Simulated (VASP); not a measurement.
Output of a VASP run:

File OSZICAR:
```
...
DAV:  11    -0.376857828019E+02   -0.62239E-01   -0.47005E-02   948   0.200E+00    0.182E-01
DAV:  12    -0.376939795198E+02   -0.81967E-02   -0.16892E-02  1032   0.102E+00    0.101E-01
DAV:  13    -0.376933195899E+02    0.65993E-03   -0.10646E-03  1146   0.342E-01    0.397E-02
DAV:  14    -0.376966667099E+02   -0.33471E-02   -0.69742E-03   984   0.729E-01    0.670E-02
DAV:  15    -0.376978962957E+02   -0.12296E-02   -0.10488E-03  1060   0.385E-01    0.392E-02
DAV:  16    -0.376981709004E+02   -0.27460E-03   -0.30444E-04  1014   0.130E-01    0.780E-03
DAV:  17    -0.376982008250E+02   -0.29925E-04   -0.93562E-06  1086   0.302E-02    0.991E-03
DAV:  18    -0.376981980446E+02    0.27805E-05   -0.52425E-06  1026   0.163E-02    0.224E-03
DAV:  19    -0.376981967344E+02    0.13102E-05   -0.10564E-06   678   0.102E-02    0.149E-03
DAV:  20    -0.376981949304E+02    0.18040E-05   -0.15203E-07   576   0.515E-03    0.829E-04
DAV:  21    -0.376981952159E+02   -0.28554E-06   -0.32007E-08   600   0.169E-03
   1 F= -.37698195E+02 E0= -.37698195E+02  d E =-.376982E+02
       N       E                     dE             d eps       ncg     rms          rms(c)
DAV:   1    -0.379896670085E+02   -0.29147E+00   -0.43346E+00  1080   0.416E+01    0.399E+00
DAV:   2    -0.377395160863E+02    0.25015E+00   -0.88390E-01  1050   0.217E+01    0.163E+00
DAV:   3    -0.377073618289E+02    0.32154E-01   -0.37599E-02  1116   0.230E+00    0.819E-01
DAV:   4    -0.376988831473E+02    0.84787E-02   -0.23954E-02   936   0.117E+00    0.363E-01
DAV:   5    -0.376852978576E+02    0.13585E-01   -0.25661E-02   924   0.141E+00    0.151E-01
DAV:   6    -0.377030482688E+02   -0.17750E-01   -0.12139E-02   936   0.120E+00    0.410E-02
DAV:   7    -0.377033918785E+02   -0.34361E-03   -0.10153E-03   980   0.476E-01    0.472E-02
DAV:   8    -0.377034472843E+02   -0.55406E-04   -0.35581E-05  1070   0.557E-02    0.329E-02
DAV:   9    -0.377034404104E+02    0.68739E-05   -0.26180E-05  1140   0.655E-02    0.831E-03
DAV:  10    -0.377034429054E+02   -0.24950E-05   -0.10572E-05   980   0.512E-02    0.318E-03
DAV:  11    -0.377034472185E+02   -0.43131E-05   -0.21488E-06   804   0.151E-02    0.118E-03
DAV:  12    -0.377034465633E+02    0.65522E-06   -0.48921E-07   582   0.789E-03
   2 F= -.37703447E+02 E0= -.37703447E+02  d E =-.525135E-02
       N       E                     dE             d eps       ncg     rms          rms(c)
DAV:   1    -0.377426116471E+02   -0.39164E-01   -0.54992E-01  1086   0.142E+01    0.146E+00
DAV:   2    -0.377101780229E+02    0.32434E-01   -0.12899E-01  1056   0.965E+00    0.589E-01
DAV:   3    -0.377061968861E+02    0.39811E-02   -0.46372E-03   978   0.522E-01    0.285E-01
DAV:   4    -0.377052449252E+02    0.95196E-03   -0.25403E-03   936   0.398E-01    0.157E-01
DAV:   5    -0.377041885935E+02    0.10563E-02   -0.19465E-03   936   0.394E-01    0.614E-02
DAV:   6    -0.377053012617E+02   -0.11127E-02   -0.12163E-03   936   0.380E-01    0.164E-02
DAV:   7    -0.377053755569E+02   -0.74295E-04   -0.13827E-04   972   0.153E-01    0.166E-02
DAV:   8    -0.377053855482E+02   -0.99913E-05   -0.61116E-06  1026   0.296E-02    0.119E-02
DAV:   9    -0.377053711752E+02    0.14373E-04   -0.20057E-05   936   0.377E-02    0.124E-02
DAV:  10    -0.377053902159E+02   -0.19041E-04   -0.80552E-06   936   0.284E-02    0.195E-03
DAV:  11    -0.377053892064E+02    0.10095E-05   -0.14113E-07   498   0.427E-03    0.134E-03
DAV:  12    -0.377053898337E+02   -0.62728E-06   -0.62365E-08   486   0.253E-03
   3 F= -.37705390E+02 E0= -.37705390E+02  d E =-.719462E-02
```

**OUTCAR**
```
------------------------ aborting loop because EDIFF is reached ----------------------------------------
  FORCE on cell =-STRESS in cart. coord.  units (eV):
  Direction    XX          YY          ZZ          XY          YZ          ZX
  --------------------------------------------------------------------------------------
  Total        0.0531036      0.0531036      0.0545766      0.0000000      0.0000000      0.0000000
  in kB        1.0914861      1.0914861      1.1217622      0.0000000      0.0000000      0.0000000
  external PRESSURE =       1.1015781 kB  Pullay stress =       0.0000000 kB
  volume of cell :       77.95
      direct lattice vectors                 reciprocal lattice vectors
     1.900697207 -3.292104090 -0.000000000     0.263061364 -0.151878551  0.000000000
     1.900697207  3.292104090  0.000000000     0.263061364  0.151878551  0.000000000
     0.000000000  0.000000000  6.228736678     0.000000000 -0.000000000  0.160546199
  FREE ENERGIE OF THE ION-ELECTRON SYSTEM (eV)
  ---------------------------------------------------
  free  energy   TOTEN  =       -37.7053898337 eV

  energy  without entropy=      -37.7053898337  energy(sigma->0) =      -37.70538983

 reached required accuracy - stopping structural energy minimisation
```
(Selected blocks of OUTCAR.)

POSCAR:
```
ZnS
1
    1.8892767447    -3.2723232703     0.0000000000
    1.8892767447     3.2723232703     0.0000000000
    0.0000000000     0.0000000000     6.1883127748
Zn S
2 2
Direct
  0.6666670000   0.3333330000   0.5001364575
  0.3333330000   0.6666670000   0.0001364575
  0.6666670000   0.3333330000   0.8748635425
  0.3333330000   0.6666670000   0.3748635425
```

Reconstruct the remaining input files.

One answer among several that fit: the input of the run itself, r2SCAN meta-GGA, plane waves, VASP's PBE PAW potentials (set 64).

KPOINTS:
```
Regular mesh
0
G
  6 6 4
```

**INCAR**
```
SYSTEM = ZnS
PREC = Accurate
ENCUT = 400
EDIFF = 1E-6
NELM = 100
ALGO = Normal
LREAL = .FALSE.
LASPH = .TRUE.
ISMEAR = 0
SIGMA = 0.05
METAGGA = R2SCAN
LMIXTAU = .TRUE.
LMAXMIX = 4
LWAVE = .FALSE.
LCHARG = .FALSE.
IBRION = 2
ISIF = 3
NSW = 60
EDIFFG = -0.02
```

POTCAR, in this order: Zn S (PBE.64 set). Program: vasp_std.

The compound is ZnS in the wurtzite structure, the high-temperature form. This run relaxes it. Symmetry was kept, so distortions that lower it aren't found. The start is the result of an earlier pass.
